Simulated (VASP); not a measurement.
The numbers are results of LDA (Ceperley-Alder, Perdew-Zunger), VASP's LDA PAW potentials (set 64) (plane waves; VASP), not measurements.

A VASP calculation is set up with these files.

File KPOINTS:
```
Automatic
0
gamma
  8 8 8
```

**INCAR**
```
SYSTEM = Si
PREC = Accurate; ENCUT = 520; LREAL = .FALSE.
LASPH = .TRUE.
EDIFF = 1E-7; NELM = 100; ALGO = Normal
ISMEAR = 0; SIGMA = 0.05
ISIF = 2
LWAVE = .FALSE.; LCHARG = .FALSE.
```

**POSCAR**
```
Si
3.8204910
  0.0000000000   0.7071068082   0.7071068082
  0.7071068082   0.0000000000   0.7071068082
  0.7071068082   0.7071068082   0.0000000000
Si
2
Cartesian
  0.0000000000   0.0000000000   0.0000000000
  0.3535534041   0.3535534041   0.3535534041
```

POTCAR, in this order: Si (LDA.64 set). Program: vasp_std.

Task: Predict the energy per atom (σ→0).

Result: 
```yaml
energy per atom (σ→0): -5.958 eV/atom
```

### OSZICAR
```
...
DAV:   5    -0.121879581022E+02   -0.76212E-06   -0.76211E-06   608   0.230E-02    0.511E+00
DAV:   6    -0.120003034705E+02    0.18765E+00   -0.12859E-01   544   0.180E+00    0.307E+00
DAV:   7    -0.119155808109E+02    0.84723E-01   -0.22458E-01   576   0.242E+00    0.251E-01
DAV:   8    -0.119155888548E+02   -0.80439E-05   -0.65239E-03   480   0.604E-01    0.682E-02
DAV:   9    -0.119155691554E+02    0.19699E-04   -0.21819E-04   704   0.101E-01    0.598E-02
DAV:  10    -0.119155732611E+02   -0.41057E-05   -0.11548E-05   544   0.251E-02    0.339E-02
DAV:  11    -0.119155731916E+02    0.69458E-07   -0.72327E-07   704   0.598E-03
   1 F= -.11915573E+02 E0= -.11915573E+02  d E =-.178221E-13
```

The compound is Si in the diamond structure. It was relaxed first.
